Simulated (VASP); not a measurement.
# CaHgI3 (Pm-3m) in VASP: notebook

One crystal, CaHgI3, is run at these levels: PBE, PBEsol; tasks: relaxation of cell and atoms.

Program: VASP 6.6.1. These are calculated values, not measurements. Logs are shortened: lines on timing, memory, paths and dates and some standing lists are left out, and cuts for length are marked.

### Step 1. The structure

It takes space group Pm-3m (No. 221, cubic). The conventional cell has a = 5.946 Å, b = 5.946 Å, c = 5.946 Å, α = 90.00°, β = 90.00°, γ = 90.00°. Ca (site symmetry m-3m) has 12 I at 4.20 Å as nearest neighbours. Hg (site symmetry m-3m) has 6 I at 2.97 Å as nearest neighbours. I (site symmetry 4/mmm) has 2 Hg at 2.97 Å as nearest neighbours.

The cell was built by a generator and needn't be a form met in nature.

### Step 2. Relaxation of cell and atoms, PBE

INCAR

```
ALGO = Normal ; EDIFF = 1E-6
EDIFFG = -0.005 ; ENCUT = 600
GGA = PE ; IBRION = 2
ISIF = 3 ; ISMEAR = 0
LASPH = T ; LCHARG = F
LREAL = F ; LWAVE = F
NELM = 80 ; NSW = 40
PREC = Accurate ; SIGMA = 0.05
```

KPOINTS

```
k-points
0
Gamma
  5 5 5
```

POSCAR

```
CaHgI3
1.0
    5.9455600000      0.0000000000      0.0000000000
    0.0000000000      5.9455600000      0.0000000000
    0.0000000000      0.0000000000      5.9455600000
Ca Hg I
1 1 3
Direct
    0.5000000000      0.5000000000      0.5000000000
    0.0000000000      0.0000000000      0.0000000000
    0.5000000000      0.0000000000      0.0000000000
    0.0000000000      0.5000000000      0.0000000000
    0.0000000000      0.0000000000      0.5000000000
```

Potentials or basis: VASP PAW PBE potentials, release 64 (Ca_sv, Hg, I).

On the command line:

```sh
$ cat potpaw_PBE.64/Ca_sv/POTCAR potpaw_PBE.64/Hg/POTCAR potpaw_PBE.64/I/POTCAR > POTCAR
$ mpirun -np 1 vasp_std > vasp.out
```

OUTCAR:

```text
EDIFF = 1E-6
   EDIFFG = -0.005
   ENCUT = 600
   GGA = PE
   IBRION = 2
   ISIF = 3
   ISMEAR = 0
   LASPH = T
   LREAL = F
   NELM = 80
   NSW = 40
   PREC = Accurate

 ion  position               nearest neighbor table
   1  0.500  0.500  0.500-
   2  0.000  0.000  0.000-   3 2.97   4 2.97   5 2.97   5 2.97   4 2.97   3 2.97
   3  0.500  0.000  0.000-   2 2.97   2 2.97
   4  0.000  0.500  0.000-   2 2.97   2 2.97
   5  0.000  0.000  0.500-   2 2.97   2 2.97

  LATTYP: Found a simple cubic cell.
 ALAT       =     5.9455600000

  Lattice vectors:

 A1 = (   5.9455600000,   0.0000000000,   0.0000000000)
 A2 = (   0.0000000000,   5.9455600000,   0.0000000000)
 A3 = (   0.0000000000,   0.0000000000,   5.9455600000)

Analysis of symmetry for initial positions (statically):
=====================================================================
 Subroutine PRICEL returns:
 Original cell was already a primitive cell.

 Routine SETGRP: Setting up the symmetry group for a
 simple cubic supercell.

 Subroutine GETGRP returns: Found 48 space group operations
 (whereof 48 operations were pure point group operations)
 out of a pool of 48 trial point group operations.

The static configuration has the point symmetry O_h .

Analysis of symmetry for dynamics (positions and initial velocities):
=====================================================================
 Subroutine PRICEL returns:
 Original cell was already a primitive cell.

 Routine SETGRP: Setting up the symmetry group for a
 simple cubic supercell.

 Subroutine GETGRP returns: Found 48 space group operations
 (whereof 48 operations were pure point group operations)
 out of a pool of 48 trial point group operations.

The dynamic configuration has the point symmetry O_h .

 Subroutine INISYM returns: Found 48 space group operations
 (whereof 48 operations are pure point group operations),
 and found     1 'primitive' translations

----------------------------------------------------------------------------------------

                                     Primitive cell

  volume of cell :     210.1737

  direct lattice vectors                    reciprocal lattice vectors
     5.945560000  0.000000000  0.000000000     0.168192735  0.000000000  0.000000000
     0.000000000  5.945560000  0.000000000     0.000000000  0.168192735  0.000000000
     0.000000000  0.000000000  5.945560000     0.000000000  0.000000000  0.168192735

  length of vectors
     5.945560000  5.945560000  5.945560000     0.168192735  0.168192735  0.168192735

  position of ions in fractional coordinates (direct lattice)
     0.500000000  0.500000000  0.500000000
     0.000000000  0.000000000  0.000000000
     0.500000000  0.000000000  0.000000000
     0.000000000  0.500000000  0.000000000
     0.000000000  0.000000000  0.500000000

  ion indices of the primitive-cell ions
   primitive index   ion index
                 1           1
                 2           2
                 3           3
                 4           4
                 5           5

----------------------------------------------------------------------------------------

 KPOINTS: k-points

Automatic generation of k-mesh.
 Grid dimensions read from file:
 generate k-points for:    5    5    5

 Generating k-lattice:

[... 44 lines left out ...]
   ENCUT  =  600.0 eV  44.10 Ry    6.64 a.u.  11.87 11.87 11.87*2*pi/ulx,y,z
   NELM   =     80;   NELMIN=  2; NELMDL= -5     # of ELM steps
   EDIFF  = 0.1E-05   stopping-criterion for ELM
   LREAL  =      F    real-space projection
   EDIFFG = -.5E-02   stopping-criterion for IOM
   NSW    =     40    number of steps for IOM
   IBRION =      2    ionic relax: 0-MD 1-quasi-New 2-CG
   NFREE  =      1    steps in history (QN), initial steepest desc. (CG)
   ISIF   =      3    stress and relaxation
   ISYM   =      2    0-nonsym 1-usesym 2-fastsym
   POTIM  = 0.5000    time-step for ionic-motion
   TEBEG  =    0.0;   TEEND  =   0.0 temperature during run
   PSTRESS=    0.0 pullay stress
   NELECT =      43.0000    total number of electrons
   NUPDOWN=      -1.0000    fix difference up-down
   EMIN   =  10.00;   EMAX   =-10.00  energy-range for DOS
[... 5 lines left out ...]
     AMIX     =   0.40;   BMIX     =  1.00
     AMIX_MAG =   1.60;   BMIX_MAG =  1.00
  volume/ion in A,a.u.               =      42.03       283.66
  Fermi-wavevector in a.u.,A,eV,Ry     =   0.964654  1.822932 12.661000  0.930557
  Thomas-Fermi vector in A             =   2.094304
   LORBIT       =      0    0 simple, 1 ext, 2 COOP (PROOUT), +10 PAW based schemes
   GGA     = PE    functional components
   LHFCALC =     F    Hartree Fock is set to
   AEXX    =    0.0000 exact exchange contribution
   IVDW    =     0    specifies the selected vdW correction
   LEPSILON=     F    determine dielectric tensor
   LRPA    =     F    only Hartree local field effects (RPA)
 conjugate gradient relaxation of ions
 non-spin polarized calculation
 Gauss-broadening in eV      SIGMA  =   0.05
  energy-cutoff  :      600.00
  volume of cell :      210.17
 maximum number of plane-waves:      7075
 NGX is ok and might be reduce to    48
   NGX = 23   NGY = 23   NGZ = 23

--------------------------------------- Ionic step        1  -------------------------------------------

 number of electron      42.9999991 magnetization

 Free energy of the ion-electron system (eV)
  ---------------------------------------------------
  ext. energy  EPLUGINS =         0.00000000
  ---------------------------------------------------
  free energy    TOTEN  =        -8.82263974 eV

  energy without entropy =       -8.81701792  energy(sigma->0) =       -8.81982883

------------------------ aborting loop because EDIFF is reached ----------------------------------------

  FORCE on cell =-STRESS in cart. coord.  units (eV):
  Direction    XX          YY          ZZ          XY          YZ          ZX
  --------------------------------------------------------------------------------------
  -------------------------------------------------------------------------------------
  Total        0.1668432      0.1668432      0.1668432      0.0000000      0.0000000      0.0000000
  in kB        1.2718644      1.2718644      1.2718644      0.0000000      0.0000000      0.0000000
  external PRESSURE =       1.2718644 kB  Pullay stress =       0.0000000 kB

 VOLUME and BASIS-vectors are now :
 -----------------------------------------------------------------------------
  energy-cutoff  :      600.00
  volume of cell :      210.17
      direct lattice vectors                 reciprocal lattice vectors
     5.945560000  0.000000000  0.000000000     0.168192735  0.000000000  0.000000000
     0.000000000  5.945560000  0.000000000     0.000000000  0.168192735  0.000000000
     0.000000000  0.000000000  5.945560000     0.000000000  0.000000000  0.168192735

 POSITION                                       TOTAL-FORCE (eV/Angst)
 -----------------------------------------------------------------------------------
      2.97278      2.97278      2.97278         0.000000      0.000000      0.000000
      0.00000      0.00000      0.00000         0.000000      0.000000      0.000000
      2.97278      0.00000      0.00000         0.000000      0.000000      0.000000
      0.00000      2.97278      0.00000         0.000000      0.000000      0.000000
      0.00000      0.00000      2.97278         0.000000      0.000000      0.000000
 -----------------------------------------------------------------------------------
    total drift:                                0.000000     -0.000000      0.000000

  FREE ENERGIE OF THE ION-ELECTRON SYSTEM (eV)
  ---------------------------------------------------
  free  energy   TOTEN  =        -8.8226397418 eV

  energy  without entropy=       -8.8170179155  energy(sigma->0) =       -8.81982883

--------------------------------------- Ionic step        2  -------------------------------------------

 number of electron      42.9999992 magnetization

 Free energy of the ion-electron system (eV)
  ---------------------------------------------------
  ext. energy  EPLUGINS =         0.00000000
  ---------------------------------------------------
  free energy    TOTEN  =        -8.82308624 eV

  energy without entropy =       -8.81747677  energy(sigma->0) =       -8.82028150

 E-fermi :   3.4999     XC(G=0):  -7.8771

 val. band max:        3.4914332058   @ k =   0.4000   0.2000   0.0000
 cond. band min:       3.5832342355   @ k =   0.4000   0.2000   0.2000
 fundamental gap:      0.0918010297
 Fermi energy:         3.4999108468

 k-point     1 :       0.0000    0.0000    0.0000
  band No.  band energies     occupation
      1     -41.4389      2.00000
      2     -22.3420      2.00000
      3     -22.3420      2.00000
      4     -22.3420      2.00000
      5     -10.3644      2.00000
      6      -9.7215      2.00000
[... 269 lines left out ...]
     24       4.0681      0.00000
     25       4.0681      0.00000

------------------------ aborting loop because EDIFF is reached ----------------------------------------

  FORCE on cell =-STRESS in cart. coord.  units (eV):
  Direction    XX          YY          ZZ          XY          YZ          ZX
  --------------------------------------------------------------------------------------
  -------------------------------------------------------------------------------------
  Total        0.0215475      0.0215475      0.0215475      0.0000000      0.0000000      0.0000000
  in kB        0.1634683      0.1634683      0.1634683      0.0000000      0.0000000      0.0000000
  external PRESSURE =       0.1634683 kB  Pullay stress =       0.0000000 kB

 VOLUME and BASIS-vectors are now :
 -----------------------------------------------------------------------------
  energy-cutoff  :      600.00
  volume of cell :      211.19
      direct lattice vectors                 reciprocal lattice vectors
     5.955131114  0.000000000  0.000000000     0.167922415 -0.000000000  0.000000000
     0.000000000  5.955131114  0.000000000    -0.000000000  0.167922415 -0.000000000
    -0.000000000  0.000000000  5.955131114     0.000000000  0.000000000  0.167922415

 POSITION                                       TOTAL-FORCE (eV/Angst)
 -----------------------------------------------------------------------------------
      2.97757      2.97757      2.97757        -0.000000      0.000000      0.000000
      0.00000      0.00000      0.00000        -0.000000      0.000000      0.000000
      2.97757      0.00000      0.00000         0.000000      0.000000      0.000000
      0.00000      2.97757      0.00000        -0.000000     -0.000000      0.000000
     -0.00000      0.00000      2.97757        -0.000000      0.000000      0.000000
 -----------------------------------------------------------------------------------
    total drift:                                0.000000     -0.000000      0.000000

  FREE ENERGIE OF THE ION-ELECTRON SYSTEM (eV)
  ---------------------------------------------------
  free  energy   TOTEN  =        -8.8230862419 eV

  energy  without entropy=       -8.8174767670  energy(sigma->0) =       -8.82028150

 reached required accuracy - stopping structural energy minimisation
```

Run time: 65 s. Hardware: 1 thread of AMD EPYC 9R45 (Zen 5), shared host; peak memory 0.35 GiB.

What came out:

| Quantity | Value |
| --- | --- |
| Free energy | -8.8231 eV |
| Relaxed volume | 42.24 Å³/atom |
| Relaxed cell | a = 5.955 Å, b = 5.955 Å, c = 5.955 Å, α = 90.00°, β = 90.00°, γ = 90.00° |
| Space group after relaxing (to 0.05 Å) | Pm-3m (No. 221) |
| Energy gained by relaxing | 0.1 meV/atom |
| Ionic steps | 2 |
| Pressure after relaxing | 0.0 GPa |
| Band gap on the k mesh | none (metal or under the smearing width) |

Step by step:
| step | energy change (eV) | largest force (eV/Å) | pressure (GPa) | volume (Å³) |
| --- | --- | --- | --- | --- |
| 1 | 0.0000 | 0.0000 | 0.13 | 210.17 |
| 2 | -0.0004 | 0.0000 | 0.02 | 211.19 |

Final structure:
```xyz
5
Lattice="5.9551 0.0000 0.0000 0.0000 5.9551 0.0000 0.0000 0.0000 5.9551" Properties=species:S:1:pos:R:3 pbc="T T T"
Ca    2.9776    2.9776    2.9776
Hg    0.0000    0.0000    0.0000
I     2.9776    0.0000    0.0000
I     0.0000    2.9776    0.0000
I     0.0000    0.0000    2.9776
```

Caveat: an odd number of electrons without spin polarisation forces a metal; a magnetic or distorted state may lie lower.

### Step 3. Relaxation of cell and atoms, PBEsol

INCAR

```
ALGO = Fast
EDIFF = 1E-6
EDIFFG = -0.01
ENCUT = 600
GGA = PS
IBRION = 2
ISIF = 3
ISMEAR = 0
LASPH = True
LCHARG = False
LREAL = False
LWAVE = False
NELM = 100
NSW = 40
PREC = Accurate
SIGMA = 0.05
```

KPOINTS is that of step 2.

POSCAR is that of step 2.

Potentials or basis: VASP PAW PBE potentials, release 64 (Ca_sv, Hg, I).

On the command line:

```sh
$ cat potpaw_PBE.64/Ca_sv/POTCAR potpaw_PBE.64/Hg/POTCAR potpaw_PBE.64/I/POTCAR > POTCAR
$ mpirun -np 1 vasp_std > vasp.out
```

It took 2.4 min on 1 thread of AMD EPYC 9R45 (Zen 5), shared host; peak memory 0.36 GiB.

Results (log left out):

* Free energy: -10.2206 eV
* Relaxed volume: 39.47 Å³/atom
* Relaxed cell: a = 5.822 Å, b = 5.822 Å, c = 5.822 Å, α = 90.00°, β = 90.00°, γ = 90.00°
* Space group after relaxing (to 0.05 Å): Pm-3m (No. 221)
* Energy gained by relaxing: 12.3 meV/atom
* Ionic steps: 3
* Pressure after relaxing: 0.0 GPa
* Band gap on the k mesh: none (metal or under the smearing width)

Step by step:
```tsv
step	energy change (eV)	largest force (eV/Å)	pressure (GPa)	volume (Å³)
1	0.0000	0.0000	-1.43	210.17
2	-0.0602	0.0000	-0.22	198.97
3	-0.0614	0.0000	-0.01	197.35
```

Final structure:
```
Ca Hg I
1.0
     5.82206    0.00000    0.00000
     0.00000    5.82206    0.00000
     0.00000    0.00000    5.82206
Ca Hg I
1 1 3
Direct
  0.50000 0.50000 0.50000
  0.00000 0.00000 0.00000
  0.50000 0.00000 0.00000
  0.00000 0.50000 0.00000
  0.00000 0.00000 0.50000
```

Levels at points of the mesh, in eV from the Fermi level:
```tsv
k point	band 18	band 19	band 20	band 21	band 22	band 23	band 24	band 25
(0.00, 0.00, 0.00)	-3.06	-3.06	-2.72	-2.72	-2.72	-0.81	0.33	0.33
```

Caveat: the PAW data sets were made with another functional, which shifts forces and pressure a little; an odd number of electrons without spin polarisation forces a metal; a magnetic or distorted state may lie lower.
